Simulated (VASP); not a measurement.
**TlBr (space group Cmcm): computed properties**

Level of theory: LDA (Ceperley-Alder, Perdew-Zunger), VASP's LDA PAW potentials (set 64) (plane waves; VASP).

```json
{
  "space_group": "Cmcm (63)",
  "cell": "a = 4.281 Å, b = 11.839 Å, c = 4.742 Å, α = β = γ = 90.00°",
  "volume_per_atom": "30.04 Å³/atom",
  "band gap (over mesh and band path)": "1.62 eV",
  "smallest direct gap (over mesh and band path)": "1.62 eV",
  "hill_bulk_modulus": "28.0 GPa",
  "hill_shear_modulus": "9.8 GPa",
  "Poisson's ratio": "0.344",
  "band_edge_character_without_spin_orbit_coupling": "direct, T-Y at 0.29 to T-Y at 0.29",
  "band_gap_with_spin_orbit_coupling": "1.44 eV",
  "density": "7.86 g/cm³",
  "optical Γ-point spectrum": "25, 38, 48, 64, 68, 71, 79, 82, 92 cm⁻¹"
}
```

TlBr is taken in the orthorhombic space group Cmcm (No. 63), Pearson symbol oS8. Lattice parameters: a = 4.2810 Å, b = 11.8394 Å, c = 4.7417 Å, α = β = γ = 90.00°. Tl on 4c sees 1 Br at 3.042 Å and 4 Br at 3.215 Å (square pyramidal). Br on 4c is coordinated by 1 Tl at 3.042 Å and 4 Tl at 3.215 Å (square pyramidal). (Neighbours: up to the widest gap in distance over summed covalent radii, below 1.35, at either atom; cation-cation and far metal-metal contacts left out.)
(The calculation used a cell of 4 atoms; values per cell refer to that cell.)

The path is coarsely sampled, so an indirect gap can come out somewhat too large. Unless said otherwise, spin-orbit coupling is left out, though it shifts the bands of the heavy elements here.

The structure comes from a computed database's TlBr entry (Cmcm); how it stands against other phases isn't given here. It was relaxed first, which changed the volume by -12 %. Symmetry was kept, so distortions that lower it aren't found.
